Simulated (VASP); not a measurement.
```
CuZn
1.0
    3.02448     0.00000     0.00000
    0.00000     3.02448     0.00000
    0.00000     0.00000     3.02448
Zn Cu
1 1
Direct
  0.50000   0.50000   0.50000
  0.00000   0.00000   0.00000
```

All values below come from revPBE GGA, VASP's PBE PAW potentials (set 64) (plane waves; VASP 6.6.1). Settings: 520 eV cut-off, 12×12×12 Γ-centred mesh, first-order Methfessel-Paxton smearing of 0.10 eV, potentials Zn Cu.

### Question
Give the stress tensor in GPa (positive for a compressed cell).

### Answer

```
-2.66   0.00   0.00
 0.00  -2.66   0.00
 0.00   0.00  -2.66
```
The pressure is its mean diagonal, -2.66 GPa.

The compound is CuZn in the CsCl type structure. This cell is one point of a volume scan, at 1.03 of the reference volume. The electron count is odd and the run is not spin-polarised, which forces a metal.
